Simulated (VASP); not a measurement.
Given:

```
CELL_PARAMETERS angstrom
     -2.66042     2.66042     4.52121
      2.66042    -2.66042     4.52121
      2.66042     2.66042    -4.52121
ATOMIC_POSITIONS crystal
  Ge 0.50000 0.50000 0.00000
  Ge 0.25000 0.75000 0.50000
  Se 0.21901 0.21901 0.00000
  Se 0.96901 0.46901 0.50000
  Se 0.53099 0.03099 0.50000
  Se 0.78099 0.78099 0.00000
```

Method: PBEsol GGA, VASP's PBE PAW potentials (set 64) (plane waves; VASP). Settings: 400 eV cut-off, 9×9×9 Γ-centred mesh, tetrahedra with Blöchl corrections, potentials Ge_d Se.

Q: Estimate the energy per atom (σ→0), band gap (on the k-mesh) with the smallest direct gap where there is one.

A: 
```json
{
 "band gap (on the k-mesh)": "none (metal, semimetal or under 0.01 eV)",
 "energy per atom (σ→0)": "-404.4 kJ/mol-atom"
}
```

Only differences to runs with the same potentials and settings are physical.

The structure was generated: GeSe2 was put into the anatase type (I4_1/amd), which need not be its known phase. It was relaxed first, which changed the volume by -9 %.
